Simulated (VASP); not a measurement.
VASP ran on this input.

### KPOINTS
```
Automatic mesh
0
Gamma
9 9 5
0 0 0
```

### POSCAR
```
Er
1
    1.8156000000     3.1447110000     0.0000000000
    1.8156000000    -3.1447110000     0.0000000000
    0.0000000000     0.0000000000     5.7018000000
Er
2
Direct
  0.6666670000   0.3333330000   0.2500000000
  0.3333330000   0.6666670000   0.7500000000
```

### INCAR
```
SYSTEM = Er
PREC = Accurate
ENCUT = 400
EDIFF = 1E-6
NELM = 100
ALGO = Normal
LREAL = .FALSE.
LASPH = .TRUE.
ISMEAR = 1
SIGMA = 0.1
GGA = PE
LMAXMIX = 6
LWAVE = .FALSE.
LCHARG = .FALSE.
ISIF = 2
```

POTCAR, in this order: Er_3 (PBE.64 set). Program: vasp_std.

### Question
What happens when VASP runs on this input?

### Answer
There is a fault: the lattice vectors form a left-handed set. VASP stops with an error: ERROR: the triple product of the basis vectors is negative exchange two basis vectors ----> I REFUSE TO CONTINUE WITH THIS SICK JOB ... BYE!!! <----

File standard output:
```
 -----------------------------------------------------------------------------
|                                                                             |
|     EEEEEEE  RRRRRR   RRRRRR   OOOOOOO  RRRRRR      ###     ###     ###     |
|     E        R     R  R     R  O     O  R     R     ###     ###     ###     |
|     E        R     R  R     R  O     O  R     R     ###     ###     ###     |
|     EEEEE    RRRRRR   RRRRRR   O     O  RRRRRR       #       #       #      |
|     E        R   R    R   R    O     O  R   R                               |
|     E        R    R   R    R   O     O  R    R      ###     ###     ###     |
|     EEEEEEE  R     R  R     R  OOOOOOO  R     R     ###     ###     ###     |
|                                                                             |
|     ERROR: the triple product of the basis vectors is negative exchange     |
|     two basis vectors                                                       |
|                                                                             |
|       ---->  I REFUSE TO CONTINUE WITH THIS SICK JOB ... BYE!!! <----       |
|                                                                             |
 -----------------------------------------------------------------------------
```

To mend it, correct POSCAR.
**POSCAR**
```
Er
1
    1.8156000000    -3.1447110000     0.0000000000
    1.8156000000     3.1447110000     0.0000000000
    0.0000000000     0.0000000000     5.7018000000
Er
2
Direct
  0.3333330000   0.6666670000   0.2500000000
  0.6666670000   0.3333330000   0.7500000000
```
The mended run (PBE GGA, plane waves, VASP's PBE PAW potentials (set 64)) converges, and its OSZICAR ends with
```
   1 F= -.89670071E+01 E0= -.89667965E+01  d E =-.631840E-03
```

The compound is Er in the hcp structure. The cell was not relaxed at this level. The 4f electrons are frozen in the core of the lanthanide potential, so 4f levels, which can set the real gap, and their magnetism are missing.
